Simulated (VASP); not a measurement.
Y: energy against strain

Y (hcp, P6_3/mmc, 32.679 Å³/atom and stress up to 0.23 GPa in the relaxed cell, c along z) under an equal strain ε along x and y, with z held. PBE in VASP (plane waves, PAW), 480 eV, 18×18×8 Γ-centred mesh, Methfessel-Paxton smearing 0.10 eV; ions are relaxed, or left where forces stay under 0.02 eV/Å, within the symmetry of each cell.

Here s stands for strain and y for E less E0.

| strain (%) | E less E0 (meV/atom) |
|---|---|
| -3.00 | ? |
| -1.50 | 4.81 |
| -1.00 | 2.10 |
| -0.50 | 0.51 |
| 0.00 | 0.00 |
| 0.50 | 0.56 |
| 1.00 | 2.15 |
| 1.50 | 4.75 |

The 7 complete rows are fitted with a parabola, y against s. Least squares gives y = 0.002 - 0.0021·s + 2.1233·s². Residuals (row less fit): 0.027, -0.027, -0.024, -0.002, 0.028, 0.027, -0.026; standard error 0.033 (degrees of freedom: 4). Twice the quadratic coefficient over the volume, 2 × 2.1233 meV × 10⁴ × 0.1602 / 32.679 Å³, is the elastic constants 2(C11 + C12) = about 210 GPa.

### Question
Estimate the missing y (s = -3.00); what did the run itself give?

### Answer
y = 0.002 - 0.0021 × (-3.0) + 2.1233 × (-3.0)² = 19.118 meV/atom. The calculation gives 19.66 meV/atom, 0.542 meV/atom above the prediction (2.8 % of the range of y in the table). The row lies outside the fitted rows, so this is an extrapolation. From the scatter of the fitted rows alone, a prediction at this place has a standard error of 0.125 meV/atom, so the miss is 4.3 times that.

A polynomial of degree 3 through the 12 other runs of the series gives 19.79 there, so most of the miss is curvature that the fit leaves out. In a metal these values are sensitive to mesh and smearing; energies are taken to zero smearing, stresses follow the free energy. The runs aren't spin-polarised. Rows are the converged runs of the series near zero and its far end, less any whose ions stayed unrelaxed beside relaxed ones; series whose fitted rows scatter by over a few per cent of the range, as at a crossing or softening among them, aren't shown in this form. Most that stay on the fit to the last digits aren't either.
